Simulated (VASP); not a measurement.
Data:

```cif
data_Au
_chemical_formula_sum 'Au1'
_space_group_name_H-M_alt 'P 1'
_space_group_IT_number 1
_cell_length_a 2.91792
_cell_length_b 2.91792
_cell_length_c 2.91792
_cell_angle_alpha 60.000
_cell_angle_beta 60.000
_cell_angle_gamma 60.000
loop_
_space_group_symop_operation_xyz
  'x, y, z'
loop_
_atom_site_label
_atom_site_type_symbol
_atom_site_fract_x
_atom_site_fract_y
_atom_site_fract_z
_atom_site_occupancy
Au1 Au 0.00000 0.00000 0.00000 1
```

These are r2SCAN meta-GGA, VASP's PBE PAW potentials (set 64) (plane waves; VASP 6.6.1) values and carry that method's errors. Numerical set-up: 520 eV cut-off, 15×15×15 Γ-centred mesh, first-order Methfessel-Paxton smearing of 0.10 eV, potentials Au.

Q: Give the energy at these volumes per atom, relative to the lowest: 16.50, 17.03, 17.55, 18.08, 18.61 Å³.

A: 36.2, 8.7, 0.0, 6.8, 26.2 meV/atom. A third-order Birch-Murnaghan fit gives B0 = 156 GPa and B0′ = 5.8.

Measured: bulk modulus 182 GPa at 0 K (computed value off by -14.6 %), as given by Daniel Mejia-Rodriguez et al., Physical Review B (2018), arXiv:1807.09216 [0 K value with the zero-point phonon effect removed]; a 4.062 Å at 0 K (computed value off by +1.6 %), as given by Daniel Mejia-Rodriguez et al., Physical Review B (2018), arXiv:1807.09216 [static lattice: zero-point anharmonic expansion removed].

The compound is Au in the fcc structure. It was relaxed first.
